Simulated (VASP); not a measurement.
OSZICAR of a VASP run on Se (trig):

**OSZICAR**
```
       N       E                     dE             d eps       ncg     rms          rms(c)
DAV:   1     0.713541911933E+02    0.71354E+02   -0.57231E+03   442   0.827E+02
DAV:   2    -0.572083488866E+01   -0.77075E+02   -0.74156E+02   609   0.156E+02
DAV:   3    -0.105510331258E+02   -0.48302E+01   -0.48080E+01   482   0.455E+01
DAV:   4    -0.105930997724E+02   -0.42067E-01   -0.42042E-01   567   0.508E+00
DAV:   5    -0.105935233600E+02   -0.42359E-03   -0.42357E-03   507   0.476E-01    0.647E+00
DAV:   6    -0.105299116592E+02    0.63612E-01   -0.41583E-02   497   0.148E+00    0.400E+00
DAV:   7    -0.105087173500E+02    0.21194E-01   -0.81404E-02   487   0.206E+00    0.200E-01
DAV:   8    -0.105080980962E+02    0.61925E-03   -0.10168E-02   472   0.712E-01    0.101E-01
DAV:   9    -0.105082368483E+02   -0.13875E-03   -0.32635E-04   562   0.138E-01    0.297E-02
DAV:  10    -0.105082758505E+02   -0.39002E-04   -0.61811E-05   487   0.598E-02    0.862E-03
DAV:  11    -0.105082796845E+02   -0.38340E-05   -0.11115E-05   517   0.224E-02    0.395E-03
DAV:  12    -0.105082793530E+02    0.33148E-06   -0.22425E-06   366   0.110E-02
   1 F= -.10508279E+02 E0= -.10508279E+02  d E =-.105083E+02
```

### Question
Which electronic solver shows in the log?

### Answer
It is blocked Davidson (ALGO = Normal, or the opening steps of other solvers). The INCAR had ALGO = Normal.

### Question
Can the final energy be trusted as converged?

### Answer
Self-consistency was reached. It stopped with EDIFF = 1E-6, NELM = 100, NSW = 60 and EDIFFG = -0.02 after 1 ionic step (PBE GGA, plane waves, VASP's PBE PAW potentials (set 64)). Without a dispersion term in the relaxation, distances and binding between the weakly bound layers, chains or molecules are unreliable, and so is what depends on them.

The compound is Se in the trig structure. It was relaxed first, which changed the volume by +8 %. The start is the result of an earlier pass.
